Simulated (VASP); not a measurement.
Input:

```
Lu
1.0
    1.75000    -3.03109     0.00000
    1.75000     3.03109     0.00000
    0.00000     0.00000     5.55000
Lu
2
Direct
  0.33333   0.66667   0.25000
  0.66667   0.33333   0.75000
```

Level of theory: optB86b-vdW, VASP's PBE PAW potentials (set 64) (plane waves; VASP). Run with 520 eV cut-off, 11×11×6 Γ-centred mesh, first-order Methfessel-Paxton smearing of 0.10 eV, potentials Lu_3.

Energy and stress use the plane-wave basis of the starting cell.

### Question
The ions, cell shape and volume are relaxed. Which structure does the run end with?

### Answer

```
Lu
1.0
    1.73543    -3.00584     0.00000
    1.73543     3.00584     0.00000
    0.00000     0.00000     5.40448
Lu
2
Direct
  0.33333   0.66667   0.25000
  0.66667   0.33333   0.75000
```
Space group P6_3/mmc (194), at a tolerance of 0.03 Å.

### Question
How do energy and volume change from the first to the last step?

### Answer
The energy (σ→0) changes by -9.5 meV/atom and the volume by -4.2 %, in 11 ionic steps.

The compound is Lu in the hcp structure. This run relaxes it. Symmetry was kept, so distortions that lower it aren't found.
